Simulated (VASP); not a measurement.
Level of theory: PBE GGA, VASP's PBE PAW potentials (set 64) (plane waves; VASP).

VASP ran on this input.

INCAR:
```
SYSTEM = SiO2
PREC = Accurate
ENCUT = 620
EDIFF = 1E-6
NELM = 100
ALGO = Normal
LREAL = .FALSE.
LASPH = .TRUE.
ISMEAR = 0
SIGMA = 0.05
GGA = PE
LWAVE = .FALSE.
LCHARG = .FALSE.
IBRION = 2
ISIF = 3
NSW = 40
EDIFFG = -0.02
PSTRESS = 300
```

### POSCAR
```
SiO2
1
    4.0842199613    -0.0000000000     0.0000000000
   -0.0000000000     4.0842199613     0.0000000000
    0.0000000000     0.0000000000     2.6412547760
Si O
2 4
Direct
  0.0000000000   0.0000000000   0.0000000000
  0.5000000000   0.5000000000   0.5000000000
  0.3035761056   0.3035761056   0.0000000000
  0.8035761056   0.1964238944   0.5000000000
  0.1964238944   0.8035761056   0.5000000000
  0.6964238944   0.6964238944   0.0000000000
```

KPOINTS:
```
Regular mesh
0
gamma
  6 6 8
0 0 0
```

POTCAR, in this order: Si O (PBE.64 set). Program: vasp_std.

Task: What will the output report for the number of irreducible k-points (NKPTS), largest plane-wave count, number of space-group operations, FFT grid (NGX, NGY, NGZ)?

Result: 
- number of irreducible k-points (NKPTS): 50
- largest plane-wave count: 1564
- number of space-group operations: 16
- FFT grid (NGX, NGY, NGZ): 36 × 36 × 24

The compound is SiO2 in the rutile structure, stishovite, a high-pressure form. It was relaxed first under an external pressure of 30 GPa.
